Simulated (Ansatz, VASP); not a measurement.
**Two plane-wave programs on BaBr**

```xyz
2
Lattice="4.0557 0.0000 0.0000 0.0000 4.0557 0.0000 0.0000 0.0000 4.0557" Properties=species:S:1:pos:R:3 pbc="T T T"
Ba    0.0000    0.0000    0.0000
Br    2.0278    2.0278    2.0278
```

Change from the starting cell: species swapped into the GdIn type (Pm-3m, No. 221).

Alike in both runs: functional PBE; k mesh 14 × 14 × 14; occupations gaussian, width 0.1 eV; no spin polarisation.

Ansatz relaxed the structure, and its values are those at the end. VASP's run is a single point on that final structure, the one shown.

|  | VASP | Ansatz |
| --- | --- | --- |
| version | VASP 6.6.1 | Ansatz 0.2.0 |
| potentials or method | VASP PAW PBE potentials, release 64 (Ba_sv, Br) | scalar-relativistic, plane waves, PAW |
| plane-wave cutoff (eV) | 520 | 420 |
| valence electrons in the cell | 17 | 17 |

|  | VASP | Ansatz | Ansatz less VASP |
| --- | --- | --- | --- |
| gap on the k mesh at the Fermi level (eV) | none | none | - |
| pressure (GPa) | 0.4 | 0.0 | -0.38 |

A gap of «none» marks a metal or a gap that the smearing closes.

Caveats: an odd number of electrons without spin polarisation forces a metal; a magnetic or distorted state may lie lower. The runs have no spin-orbit coupling, so splittings on Ba are missing.
